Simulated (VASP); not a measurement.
A convergence study with VASP on BN (zinc blende): one setting is varied, all else stays as given below, so the limit is that of these other settings.

```xyz
2
Lattice="0.0000 1.8075 1.8075 1.8075 0.0000 1.8075 1.8075 1.8075 0.0000" Properties=species:S:1:pos:R:3 pbc="T T T"
B      0.0000     0.0000     0.0000
N      0.9038     0.9038     0.9038
```

Computed with PBE GGA, VASP's PBE PAW potentials (set 64) (plane waves; VASP). The tightest run used: 700 eV cut-off, 22×22×22 Γ-centred mesh, Gaussian smearing of 0.050 eV, potentials B N.

The reference is 22×22×22 mesh, which took about 70 core-seconds. The timings are rough (shared machines, no repeats); factors under 2 mean little.

### Question
Of the settings 1×1×1 mesh; 2×2×2 mesh; 3×3×3 mesh; 4×4×4 mesh; 5×5×5 mesh; 6×6×6 mesh; 7×7×7 mesh; 8×8×8 mesh; 9×9×9 mesh; 10×10×10 mesh; 11×11×11 mesh; 12×12×12 mesh; 13×13×13 mesh; 14×14×14 mesh; 15×15×15 mesh; 16×16×16 mesh; 17×17×17 mesh; 18×18×18 mesh; 19×19×19 mesh; 20×20×20 mesh; 21×21×21 mesh; 22×22×22 mesh, which is the lowest that keeps the difference from the reference in E (eV/atom) within 0.005 from there on, and what does it cost?

### Answer
6×6×6 mesh; its cost over the reference is about 1/7.
```
setting        difference in E (eV/atom)  cost over the reference
-------------  -------------------------  -----------------------
1×1×1 mesh                       12.5320               about 1/20
2×2×2 mesh                        1.1995               about 1/20
3×3×3 mesh                        0.1867               about 1/10
4×4×4 mesh                        0.0372               about 1/10
5×5×5 mesh                        0.0083               about 1/10
6×6×6 mesh                        0.0020                about 1/7
7×7×7 mesh                        0.0005                about 1/5
8×8×8 mesh                        0.0001                about 1/5
9×9×9 mesh                        0.0001                about 1/5
10×10×10 mesh                     0.0000                about 1/3
11×11×11 mesh                     0.0000                about 1/3
12×12×12 mesh                     0.0000                about 1/3
13×13×13 mesh                     0.0000                about 1/2
14×14×14 mesh                     0.0000                about 1/2
15×15×15 mesh                     0.0000     within a factor of 2
16×16×16 mesh                     0.0000                about 1/2
17×17×17 mesh                     0.0000                about 1/2
18×18×18 mesh                     0.0000     within a factor of 2
19×19×19 mesh                     0.0000     within a factor of 2
20×20×20 mesh                     0.0000     within a factor of 2
21×21×21 mesh                     0.0000     within a factor of 2
22×22×22 mesh                     0.0000                reference
```

Left out are rungs that failed or repeat a setting and relaxations that didn't move; long series are thinned to 24 rows.

The compound is BN in the zinc blende structure. The cell was not relaxed at this level.
